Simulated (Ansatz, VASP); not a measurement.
**SrLi3Cl3O: VASP beside Ansatz**

Wanted: the spread between two codes on one cell, functional and k mesh. The cell is generated by rule, not measured, and may not be a known phase. The cell is taken from a series of runs on this material, whose earlier steps may have relaxed, scaled, displaced or heated it; both programs get it as it stands.

Main program and level: Ansatz 0.2.0; plane waves, with VASP 6.6.1 beside it; relaxation of cell and atoms at PBEsol.

The structure was built from a prototype and need not be the compound's stable phase.

## 1. The starting structure

It takes space group P4mm (No. 99, tetragonal). The conventional cell has a = 3.480 Å, b = 3.480 Å, c = 11.645 Å, α = 90.00°, β = 90.00°, γ = 90.00°. Nearest to Cl lie 5 Li at 2.39 to 2.56 Å and 1 Sr at 2.95 Å. Nearest to Cl lie 5 Li at 2.35 to 2.50 Å. Cl has 4 Li at 2.51 Å and 1 Sr at 3.00 Å nearest. Li has 1 O at 1.88 Å and 4 Cl at 2.56 Å nearest. Li has 5 Cl at 2.39 to 2.50 Å nearest. Nearest to Li lie 5 Cl at 2.35 to 2.51 Å. Farther neighbours and most contacts between anions are not listed.

Structure file:

```cif
data_structure
_symmetry_space_group_name_H-M 'P4mm'
_symmetry_Int_Tables_number 99
_cell_length_a 3.4799
_cell_length_b 3.4799
_cell_length_c 11.6450
_cell_angle_alpha 90.000
_cell_angle_beta 90.000
_cell_angle_gamma 90.000
_cell_volume 141.02
loop_
_atom_site_label
_atom_site_type_symbol
_atom_site_symmetry_multiplicity
_atom_site_Wyckoff_symbol
_atom_site_fract_x
_atom_site_fract_y
_atom_site_fract_z
_atom_site_occupancy
Cl1 Cl 1 a 0.00000 0.00000 0.26342 1
Cl2 Cl 1 b 0.50000 0.50000 0.50761 1
Cl3 Cl 1 a 0.00000 0.00000 0.75256 1
Li1 Li 1 b 0.50000 0.50000 0.20199 1
Li2 Li 1 a 0.00000 0.00000 0.46834 1
Li3 Li 1 b 0.50000 0.50000 0.70939 1
O1 O 1 b 0.50000 0.50000 0.04078 1
Sr1 Sr 1 a 0.00000 0.00000 0.01003 1
```

## 2. Ansatz: relaxation of cell and atoms, PBEsol

Ansatz runs on its default PAW (the set named soft_2) files.

The relaxed volume is the usual yardstick between codes: in a stiff, nearly cubic crystal its relative difference is about their pressure difference at one cell divided by the bulk modulus.

Input file input.yaml:

```yaml
crystal:
  lattice:
    - [3.4799030897, 0.0, 0.0]
    - [0.0, 3.4799030897, 0.0]
    - [0.0, 0.0, 11.6450135188]
  atoms:
    - { symbol: Cl, position: [0.0, 0.0, 0.2634179329] }
    - { symbol: Cl, position: [0.5, 0.5, 0.5076061485] }
    - { symbol: Cl, position: [0.0, 0.0, 0.7525566478] }
    - { symbol: Li, position: [0.5, 0.5, 0.2019880522] }
    - { symbol: Li, position: [0.0, 0.0, 0.4683361464] }
    - { symbol: Li, position: [0.5, 0.5, 0.7093869483] }
    - { symbol: O, position: [0.5, 0.5, 0.040779271] }
    - { symbol: Sr, position: [0.0, 0.0, 0.0100289628] }
kpoints:
  mp_grid: { grid: [6, 6, 2] }
hamiltonian:
  xc: pbesol
scf:
  occupations: { method: fixed }
output:
  forces: true
  stress: true
  eigenvalues: true
relax:
  adjacent_minimum: "off"
  f_tol: 0.001
  max_steps: 60
  cell: { stress_tol: 0.01 }
```

On the command line:

```sh
> ansatz run input.yaml --threads 8 --pin off --max-ram 14336MiB --backend cpu --events-out ev --progress --plain --runs-dir out
```

Numbers of over 12 decimals in the logs are rounded to 6 here.

What it wrote:

```text
Engine: ansatz 0.2.0, aarch64-unknown-linux-gnu
Pseudopotentials: kind: paw
Pseudopotential: Cl, paw, valence charge 7, recommended cutoff 420 eV (normal), Cl.paw.azcp
Pseudopotential: Li, paw, valence charge 3, recommended cutoff 420 eV (normal), Li.paw.azcp
Pseudopotential: O, paw, valence charge 6, recommended cutoff 420 eV (normal), O.paw.azcp
Pseudopotential: Sr, paw, valence charge 10, recommended cutoff 420 eV (normal), Sr.paw.azcp
Functional definition: PBEsol
  exchange = pbesol_x
  correlation = pbesol_c
Crystal: 8 atoms, lattice volume = 141.018 Å³
Basis set: ecut = 420 eV, 2731 PW (Γ), exchange–correlation on 48×48×160 points (8 copies of the dense FFT grid, shifted against one another)
Bands: 31, of which v1, the nominal top of the filled ones, is band 23 counted from 1 (22 counted from 0)
Symmetry: 8 space group operations
Space group: P4mm (ITA 99), of the structure as read, at distance tolerance 5.2e-5 Å
k-points: 20 of 72
Non-local potential: Cl, projectors of the file, l = 0: 2, l = 1: 2, l = 2: 2
Non-local potential: Li, projectors of the file, l = 0: 3, l = 1: 2, l = 2: 1
Non-local potential: O, projectors of the file, l = 0: 2, l = 1: 2, l = 2: 1
Non-local potential: Sr, projectors of the file, l = 0: 3, l = 1: 2, l = 2: 2
PAW form: soft (Blöchl's): semilocal exchange-correlation on the pseudo side does not see the compensation charge
PAW frozen core: Cl, regenerated for the run's functional, and the local potential with it (the file was generated under x = pbe(κ = 0.804, μ = 0.219515), c = pbe(β = 0.066725))
PAW frozen core: O, regenerated for the run's functional, and the local potential with it (the file was generated under x = pbe(κ = 0.804, μ = 0.219515), c = pbe(β = 0.066725))
PAW frozen core: Sr, regenerated for the run's functional, and the local potential with it (the file was generated under x = pbe(κ = 0.804, μ = 0.219515), c = pbe(β = 0.066725))
PAW one-centre angular grid: Cl, 110 points (default); XC on 64 Gauss nodes
PAW one-centre angular grid: Li, 110 points (default); XC on 64 Gauss nodes
PAW one-centre angular grid: O, 110 points (default); XC on 64 Gauss nodes
PAW one-centre angular grid: Sr, 110 points (default); XC on 64 Gauss nodes
Initial density: superposition of atomic densities (neutral atoms: chi_scale 0, normalization atom), corrected by the library's trained network
Initial wavefunctions: pseudopotential atomic-orbital guess
Functional: x = pbesol(κ = 0.804, μ = 0.123457), c = pbesol(β = 0.046)
SCF iter   1: F=—  HF=-7858.360701 eV  |F-HF|=—  |Δ(HF+E_count)|=         —  Δρ=6.86e-3  dr2=6.86e-2  ethr=1.77e-3  ⟨swp⟩=5.8  Hψ=2651  notcnv=0  defer=96
preconditioner: auto → Resta (q_TF=auto, 2.264 Å⁻¹)  ε∞=3.1  [insulator: Δε(μ)=3.565 eV  Ē_g=13.378 eV  n_scr=28 (ndim 8)  ℏωp=19.3 eV  f_vac=0.011  ε∞_Penn≈3.1]
SCF iter   2: F=—  HF=-7858.343585 eV  |F-HF|=—  |Δ(HF+E_count)|=   1.71e-2  Δρ=3.01e-3  dr2=1.29e-2  ethr=1.49e-4  ⟨swp⟩=2.5  Hψ=1211  notcnv=0  defer=120
SCF iter   3: F=—  HF=-7858.340889 eV  |F-HF|=—  |Δ(HF+E_count)|=   2.70e-3  Δρ=1.08e-3  dr2=2.26e-3  ethr=2.81e-5  ⟨swp⟩=2.1  Hψ=927  notcnv=0  defer=120
SCF iter   4: F=—  HF=-7858.340499 eV  |F-HF|=—  |Δ(HF+E_count)|=   3.90e-4  Δρ=4.15e-4  dr2=3.99e-4  ethr=4.91e-6  ⟨swp⟩=2.7  Hψ=718  notcnv=0  defer=120
SCF iter   5: F=—  HF=-7858.340459 eV  |F-HF|=—  |Δ(HF+E_count)|=   3.98e-5  Δρ=8.64e-5  dr2=1.88e-5  ethr=8.68e-7  ⟨swp⟩=2.5  Hψ=854  notcnv=0  defer=117
SCF iter   6: F=—  HF=-7858.340391 eV  |F-HF|=—  |Δ(HF+E_count)|=   6.82e-5  Δρ=1.65e-5  dr2=5.50e-7  ethr=4.08e-8  ⟨swp⟩=2.2  Hψ=984  notcnv=0  defer=98
SCF iter   7: F=-7858.340391 eV  HF=-7858.340391 eV  |F-HF|=2.53e-9  |Δ(HF+E_count)|=   3.01e-7  Δρ=3.75e-6  dr2=3.14e-8  ethr=2.17e-10  ⟨swp⟩=15.6  Hψ=4360  notcnv=0
SCF 1 converged in 7 iterations: F = -7858.340391 eV  dr2 = 3.14e-8
  greatest PAW one-centre occupation: 1.000 electrons in one spin orbital (limit 2), on the Li atom at site 3 (counted from 0), in its partial waves of l = 0
relax step   1: F+E_penalty+E_count = -7858.34039108 eV  Δ(F+E_penalty+E_count) = +0.000e0 eV  max|allowed force component| = 1.972e-3 eV/Å  Δτ_max = 0.0000 Å  P = +0.005 GPa  Ω = 141.018 Å³  (7 SCF iters, dr2 threshold 1.00e-7 eV, accepted)
[...]
relax step   2: F+E_penalty+E_count = -7858.34037428 eV  Δ(F+E_penalty+E_count) = +1.680e-5 eV  max|allowed force component| = 5.003e-3 eV/Å  Δτ_max = 0.0009 Å  P = -0.005 GPa  Ω = 141.043 Å³  energy of the carried Pulay correction = -1.526e-5 eV  (6 SCF iters, dr2 threshold 2.86e-10 eV, rejected (line search))
[...]
relax step   3: F+E_penalty+E_count = -7858.34038382 eV  Δ(F+E_penalty+E_count) = +7.264e-6 eV  max|allowed force component| = 2.558e-4 eV/Å  Δτ_max = 0.0003 Å  P = +0.001 GPa  Ω = 141.032 Å³  energy of the carried Pulay correction = -8.431e-6 eV  (8 SCF iters, accepted)
[...]
relax step   4: F+E_penalty+E_count = -7858.34039671 eV  Δ(F+E_penalty+E_count) = -1.290e-5 eV  max|allowed force component| = 2.552e-4 eV/Å  Δτ_max = 0.0000 Å  P = +0.001 GPa  Ω = 141.032 Å³  stress off target by 1.23e-3 GPa  SCF on the basis re-selected at this cell (its energy is not comparable with the rows above)  (9 SCF iters)
basis re-selected at this cell: Δ(F+E_penalty+E_count) = -1.290e-5 eV, ΔP = +0.000 GPa vs the last step (what re-selecting the basis moved, of the pressure what is left beyond the Pulay correction that the steps carried, after the strain that the cell walked since its last selection, with what the two solves' SCF thresholds leave and, on support functions, any second-order correction that the steps lacked; it is no m [...]
SCF converged after 9 iterations
Free energy (F): -7858.340397 eV
Harris-Foulkes:  -7858.340397 eV  (|F-HF|=0.00e0)
Internal energy: -7858.340397 eV  (E = F + TS)
E sigma→0 (E₀):  -7858.340397 eV
Fermi energy:    4.267468 eV
--- Per-component energies (eV) ---
  E_band       = -404.266164
  E_kinetic    = 972.877808
  E_local      = -2352.343853  (includes V_loc(G=0)·N_el)
  E_nonlocal   = 239.329346
  E_hartree    = 752.786427
  E_xc         = -597.918857
  E_vxc        = -665.295341  (∫ρ·V_xc dr)
  E_paw        = -4781.099968  (= ΣΔE_a)
  E_vpaw       = -104.409717  (= ΣTr[D̂ρ^β])
  E_aug_tail   = 0.002732  (compensation charges beyond the density's cutoff)
  E_ewald      = -2092.378964
  E_core_change = 0.404932  (= ΣΔE_core)
  E_smearing   = -0.000000  (= −TS)
  E_closure    = 0.000000  (closes the sum)
  Σ components = -7858.340397   (vs F -7858.340397, Δ=0.00e0)
--- Forces (eV/Å), atoms counted from 1 ---
  atom   1  Cl    -0.00000000     0.00000000    -0.00011385
  atom   2  Cl    -0.00000000     0.00000000    -0.00005098
  atom   3  Cl     0.00000000     0.00000000     0.00010502
  atom   4  Li    -0.00000000     0.00000000    -0.00022006
  atom   5  Li    -0.00000000     0.00000000    -0.00013627
  atom   6  Li     0.00000000     0.00000000     0.00004898
  atom   7  O      0.00000000     0.00000000     0.00025507
  atom   8  Sr     0.00000000     0.00000000     0.00011077
  max |Σ_I F_I| component: 1.33e-6 eV/Å
--- Stress (GPa, compression-positive) ---
        0.001225       0.000000       0.000000
        0.000000       0.001225       0.000000
        0.000000       0.000000       0.000832
  P = ⅓ Tr σ = 0.0011 GPa (0.011 kbar)
--- Band table (eV; the first three rows and the last of 20) ---
  k-point 0: bands = [... 19 lower, 2.2863, 3.3593, 4.2673, 4.2673, 7.8922, 8.4625, 9.4468, 9.9220, ... 4 higher]
  k-point 1: bands = [... 19 lower, 2.2804, 3.3272, 4.2675, 4.2675, 8.1404, 8.4633, 9.0541, 10.0202, ... 4 higher]
  k-point 2: bands = [... 19 lower, 2.3499, 3.2501, 3.8139, 3.9657, 8.4200, 9.1732, 9.6429, 10.2300, ... 4 higher]
  k-point 19: bands = [... 19 lower, 1.5260, 3.4665, 3.9505, 3.9505, 9.1339, 9.1339, 9.4272, 10.0125, ... 4 higher]
--- Relaxed structure (3 steps of the walk, 2 accepted, 1 SCFs on fresh bases) ---
  F+E_penalty+E_count = -7858.34039671 eV   max|allowed force component| = 2.552e-4 eV/Å   (the final SCF, on the basis selected at the relaxed cell)
  cell:  # Å, volume = 141.0320 Å³
    - [3.479879, 0.0, 0]
    - [0.0, 3.479879, 0.0]
    - [0, 0.0, 11.646336]
  atoms:
    - { symbol: Cl, position: [0, 0.0, 0.263411] }
    - { symbol: Cl, position: [0.500000, 0.500000, 0.507614] }
    - { symbol: Cl, position: [0, 0.0, 0.752558] }
    - { symbol: Li, position: [0.500000, 0.500000, 0.201995] }
    - { symbol: Li, position: [0, 0.0, 0.468317] }
    - { symbol: Li, position: [0.500000, 0.500000, 0.709379] }
    - { symbol: O, position: [0.500000, 0.500000, 0.040806] }
    - { symbol: Sr, position: [0, 0.0, 0.010020] }
```

[end of part 1 of 2]

[Lines on the potential files, build, host, timing and source positions are cut from VASP's logs without a mark.]

[Logs are printed without paths, hosts, clocks, repeated set-up lines and the standing remarks that a program may print on its own settings, such as how far it seeks lower states.]

[Hosts, paths, dates, database ids (printed as entryN), source tags and the programs' standing remarks are cut or masked in the printed files.]
